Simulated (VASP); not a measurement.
A VASP calculation is set up with these files.

KPOINTS:
```
Automatic mesh
0
Gamma
9 9 9
0 0 0
```

### INCAR
```
SYSTEM = CoGa
PREC = Accurate
ENCUT = 400
EDIFF = 1E-6
NELM = 100
ALGO = Normal
LREAL = .FALSE.
LASPH = .TRUE.
ISMEAR = 1
SIGMA = 0.1
GGA = PE
LMAXMIX = 4
LWAVE = .FALSE.
LCHARG = .FALSE.
ISIF = 2
ICHARG = 11
```

**POSCAR**
```
CoGa
1
    2.9376000000     0.0000000000     0.0000000000
    0.0000000000     2.9376000000     0.0000000000
    0.0000000000     0.0000000000     2.9376000000
Ga Co
1 1
Direct
  0.5000000000   0.5000000000   0.5000000000
  0.0000000000   0.0000000000   0.0000000000
```

POTCAR, in this order: Ga_d Co (PBE.64 set). Program: vasp_std.

Question: Does this input run properly? What does VASP do?

Answer: There is a fault: ICHARG = 11 asks for a fixed density, but there is no CHGCAR. VASP stops with an error: ERROR: charge density could not be read from file CHGCAR for ICHARG>10 ----> I REFUSE TO CONTINUE WITH THIS SICK JOB ... BYE!!! <----

File standard output:
```
 POSCAR found type information on POSCAR GaCo
 POSCAR found :  2 types and       2 ions
 Reading from existing POTCAR
 Reading from existing POTCAR
 LDA part: xc-table for (Slater+PW92), standard interpolation
 WARNING: stress and forces are not correct
 POSCAR, INCAR and KPOINTS ok, starting setup
 WAVECAR not read
 WARNING: CHGCAR is incomplete

 -----------------------------------------------------------------------------
|                                                                             |
|     EEEEEEE  RRRRRR   RRRRRR   OOOOOOO  RRRRRR      ###     ###     ###     |
|     E        R     R  R     R  O     O  R     R     ###     ###     ###     |
|     E        R     R  R     R  O     O  R     R     ###     ###     ###     |
|     EEEEE    RRRRRR   RRRRRR   O     O  RRRRRR       #       #       #      |
|     E        R   R    R   R    O     O  R   R                               |
|     E        R    R   R    R   O     O  R    R      ###     ###     ###     |
|     EEEEEEE  R     R  R     R  OOOOOOO  R     R     ###     ###     ###     |
|                                                                             |
|     ICHARG>10                                                               |
|                                                                             |
|       ---->  I REFUSE TO CONTINUE WITH THIS SICK JOB ... BYE!!! <----       |
|                                                                             |
 -----------------------------------------------------------------------------
```

To mend it, run self-consistently first and keep its CHGCAR, or remove ICHARG. The plain static run on this cell (PBE GGA, plane waves, VASP's PBE PAW potentials (set 64)) converges, and its OSZICAR ends with
```
   1 F= -.10434374E+02 E0= -.10434823E+02  d E =0.134741E-02
```

The compound is CoGa in the CsCl type structure. The cell was not relaxed at this level. The run is not spin-polarised, so no magnetic state was tried.
